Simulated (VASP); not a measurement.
Input:

```
CELL_PARAMETERS angstrom
      3.91851     0.00000     0.00000
      0.00000     3.91851     0.00000
      0.00000     0.00000    16.36593
ATOMIC_POSITIONS crystal
  Pb 0.50000 0.00000 0.57228
  Pb 0.00000 0.50000 0.42772
  O  0.00000 0.00000 0.50000
  O  0.50000 0.50000 0.50000
```

All values below come from PBE GGA, VASP's PBE PAW potentials (set 64) (plane waves; VASP). Run with 400 eV cut-off, 6×6×1 Γ-centred mesh, Gaussian smearing of 0.10 eV, potentials Pb_d O.

The cell holds a wide vacuum, so values per volume refer to the whole cell. Unless said otherwise, spin-orbit coupling is left out, though it shifts the bands of the heavy elements here.

Task: Predict the energy per atom (σ→0), largest force, band gap (on the k-mesh) with the smallest direct gap where there is one.

Result: 
The band gap (on the k-mesh) is 2.74 eV and the smallest direct gap (on the k-mesh) is 2.74 eV. The energy per atom (σ→0) is -5.342 eV/atom. The largest force is 1.109 eV/Å.

Only differences to runs with the same potentials and settings are physical.

The cell is a sheet with vacuum, built from a generated structure.
